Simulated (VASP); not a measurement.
```yaml
crystal:
  lattice:
    - [2.54101, -4.03854, 0.00000]
    - [2.54101, 4.03854, 0.00000]
    - [0.00000, 0.00000, 3.94953]
  atoms:
    - { symbol: Ge, position: [0.35262, 0.64738, 0.65404] }
    - { symbol: Ge, position: [0.64738, 0.35262, 0.34596] }
    - { symbol: Ge, position: [0.85262, 0.14738, 0.84596] }
    - { symbol: Ge, position: [0.14738, 0.85262, 0.15404] }
```

Method: r2SCAN meta-GGA, VASP's PBE PAW potentials (set 64) (plane waves; VASP 6.6.1). Run with 400 eV cut-off, 8×8×9 Γ-centred mesh, tetrahedra with Blöchl corrections, potentials Ge_d.

Problem. Give the energies of bands 23 to 32 at the high-symmetry points, in eV from the Fermi level.

Solution. 
```tsv
band	Γ	Y	C0	Z	A0	T	S	R
23	-5.96	-8.64	-8.81	-4.99	-8.66	-7.23	-6.68	-8.73
24	-5.92	-5.70	-4.18	-4.99	-8.66	-7.23	-6.68	-8.73
25	-4.38	-1.95	-1.81	-2.79	-4.64	-4.55	-1.87	-3.29
26	-3.21	-1.27	-1.77	-2.79	-4.64	-4.55	-1.87	-3.29
27	-2.40	-0.46	-0.96	-2.29	0.51	-3.44	0.29	-2.03
28	-1.82	-0.04	-0.45	-2.29	0.51	-3.44	0.29	-2.03
29	0.04	0.24	1.49	-0.56	2.18	3.25	1.16	3.32
30	4.17	0.82	1.58	-0.56	2.18	3.25	1.16	3.32
31	4.28	2.57	3.49	1.62	2.72	5.26	4.01	3.46
32	5.05	3.26	3.59	1.62	2.72	5.26	4.01	3.46
```

It has no gap at this level: it comes out as a metal or semimetal.

The structure was generated: Ge was put into the black-P type (Cmce), which need not be its known phase. It was relaxed first, which changed the volume by -15 %.
